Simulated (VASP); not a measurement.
All values below come from MS2 meta-GGA, VASP's PBE PAW potentials (set 64) (plane waves; VASP).

VASP ran on this input.

File KPOINTS:
```
Automatic mesh
0
Gamma
14 14 8
0 0 0
```

**INCAR**
```
ALGO=Normal
EDIFF=1E-7
EDIFFG=-0.01
ENCUT=520
IBRION=2
ISIF=4
ISMEAR=1
LASPH=T
LCHARG=F
LMAXMIX=4
LMIXTAU=T
LREAL=F
LWAVE=F
METAGGA=MS2
NELM=100
NSW=30
PREC=Accurate
SIGMA=0.1
SYSTEM=Ti
```

POSCAR:
```
Ti
1.0
  1.4919354786  -2.5841081089   0.0000000000
  1.4919354786   2.5841081089   0.0000000000
  0.0000000000   0.0000000000   4.7217705416
Ti
2
Cartesian
  1.4919354786   0.8613710924   1.1804426354
  1.4919354786  -0.8613710924   3.5413279062
```

POTCAR, in this order: Ti_sv (PBE.64 set). Program: vasp_std.

Output of the run:

**OSZICAR**
```
       N       E                     dE             d eps       ncg     rms          rms(c)
DAV:   1     0.230354022968E+03    0.23035E+03   -0.13034E+04  3840   0.178E+03
DAV:   2    -0.680208125264E+01   -0.23716E+03   -0.23589E+03  3944   0.490E+02
DAV:   3    -0.370421709831E+02   -0.30240E+02   -0.29980E+02  7592   0.137E+02
DAV:   4    -0.387911582769E+02   -0.17490E+01   -0.17486E+01  4136   0.350E+01
DAV:   5    -0.388930328097E+02   -0.10187E+00   -0.10187E+00  6400   0.610E+00    0.148E+01
DAV:   6    -0.358794821326E+02    0.30136E+01   -0.76670E+01  4800   0.101E+02    0.433E+00
DAV:   7    -0.284936537920E+02    0.73858E+01   -0.52380E+01  6160   0.655E+01    0.772E+00
DAV:   8    -0.255655566700E+02    0.29281E+01   -0.51378E+00  5696   0.215E+01    0.445E+00
DAV:   9    -0.264818082240E+02   -0.91625E+00   -0.13739E+00  6120   0.104E+01    0.403E+00
DAV:  10    -0.251754481630E+02    0.13064E+01   -0.24753E+00  5496   0.135E+01    0.562E-01
DAV:  11    -0.251774045676E+02   -0.19564E-02   -0.26838E-01  5824   0.429E+00    0.474E-01
DAV:  12    -0.251745453122E+02    0.28593E-02   -0.60137E-02  5640   0.183E+00    0.698E-01
DAV:  13    -0.251750771292E+02   -0.53182E-03   -0.21938E-03  5192   0.403E-01    0.663E-01
DAV:  14    -0.251797427227E+02   -0.46656E-02   -0.17993E-02  5448   0.156E+00    0.120E-01
DAV:  15    -0.251798545760E+02   -0.11185E-03   -0.14467E-02  4856   0.126E+00    0.441E-01
DAV:  16    -0.251809802788E+02   -0.11257E-02   -0.53025E-03  4728   0.781E-01    0.303E-01
DAV:  17    -0.251805389781E+02    0.44130E-03   -0.27847E-04  5464   0.183E-01    0.243E-01
DAV:  18    -0.251800713042E+02    0.46767E-03   -0.22609E-04  4952   0.142E-01    0.216E-01
DAV:  19    -0.251795192416E+02    0.55206E-03   -0.73271E-04  5528   0.316E-01    0.126E-01
DAV:  20    -0.251794311728E+02    0.88069E-04   -0.58774E-04  4016   0.290E-01    0.340E-02
DAV:  21    -0.251793871641E+02    0.44009E-04   -0.84162E-05  5496   0.779E-02    0.777E-03
DAV:  22    -0.251793805853E+02    0.65787E-05   -0.12789E-05  4736   0.377E-02    0.621E-03
DAV:  23    -0.251793743566E+02    0.62287E-05   -0.52341E-06  5104   0.196E-02    0.189E-03
DAV:  24    -0.251793796100E+02   -0.52534E-05   -0.17346E-06  4344   0.124E-02    0.217E-03
DAV:  25    -0.251793812872E+02   -0.16772E-05   -0.63087E-07  4072   0.737E-03    0.104E-03
DAV:  26    -0.251793843397E+02   -0.30525E-05   -0.45307E-07  3688   0.672E-03    0.100E-03
DAV:  27    -0.251793853158E+02   -0.97613E-06   -0.33163E-07  3088   0.675E-03    0.156E-03
DAV:  28    -0.251793852548E+02    0.60996E-07   -0.43028E-08  2144   0.266E-03
   1 F= -.25179385E+02 E0= -.25179504E+02  d E =-.251794E+02
```

File OUTCAR:
```
------------------------ aborting loop because EDIFF is reached ----------------------------------------
  FORCE on cell =-STRESS in cart. coord.  units (eV):
  Direction    XX          YY          ZZ          XY          YZ          ZX
  --------------------------------------------------------------------------------------
  Total       -1.4543832     -1.4543833     -1.4599670      0.0000000      0.0000000     -0.0000000
  in kB      -64.0020451    -64.0020480    -64.2477655      0.0000000      0.0000000     -0.0000000
  external PRESSURE =     -64.0839528 kB  Pullay stress =       0.0000000 kB
  volume of cell :       36.41
      direct lattice vectors                 reciprocal lattice vectors
     1.491935479 -2.584108109  0.000000000     0.335135136 -0.193490357  0.000000000
     1.491935479  2.584108109  0.000000000     0.335135136  0.193490357  0.000000000
     0.000000000  0.000000000  4.721770542     0.000000000  0.000000000  0.211784963
 POSITION                                       TOTAL-FORCE (eV/Angst)
 -----------------------------------------------------------------------------------
      1.49194      0.86137      1.18044         0.000000      0.000000      0.000000
      1.49194     -0.86137      3.54133        -0.000000     -0.000000      0.000000
 -----------------------------------------------------------------------------------
    total drift:                                0.000000      0.001088     -0.000021
  FREE ENERGIE OF THE ION-ELECTRON SYSTEM (eV)
  ---------------------------------------------------
  free  energy   TOTEN  =       -25.1793852548 eV

  energy  without entropy=      -25.1797401986  energy(sigma->0) =      -25.17950357

 reached required accuracy - stopping structural energy minimisation
```
(Selected blocks of OUTCAR.)

The compound is Ti in the hcp structure. This cell is one point of a volume scan, at 1.06 of the reference volume.
